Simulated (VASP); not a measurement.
Mg12HCl, 14 atoms in the cell. The cell holds a slab with vacuum, 14 atoms: a = 6.420 Å, b = 6.420 Å, c = 18.213 Å, α = 90.00°, β = 90.00°, γ = 60.00°. The cell was built by a generator and needn't be a form met in nature.

| Item | Value |
| --- | --- |
| Program | VASP 6.6.1 |
| Task | single point |
| Functional | PBEsol |
| Potentials or basis | VASP PAW PBE potentials, release 64 (Mg, Cl, H) |
| Cutoff | 520 eV |
| k mesh | 3 × 3 × 1 |
| Occupations | fermi-dirac, width 0.1 eV |
| Spin | no spin polarisation |
| Dipole correction | no |
| Further INCAR settings | ALGO = Normal; EDIFF = 1e-06; NBANDS = 29 |

Potentials or basis: VASP PAW PBE potentials, release 64 (Mg, Cl, H).

Launch:

```bash
$ cat potpaw_PBE.64/Mg/POTCAR potpaw_PBE.64/Cl/POTCAR potpaw_PBE.64/H/POTCAR > POTCAR
$ mpirun -np 1 vasp_std > vasp.out
```

Hardware: 1 thread of Intel(R) Xeon(R) 6975P-C (Granite Rapids), on a shared host.

Problem. How long does it take, and how much memory?

Solution. Wall time 110 s on 1 thread of Intel(R) Xeon(R) 6975P-C (Granite Rapids), on a shared host, peak memory 0.7 GiB. Counts: scf iterations 19, k points 5.
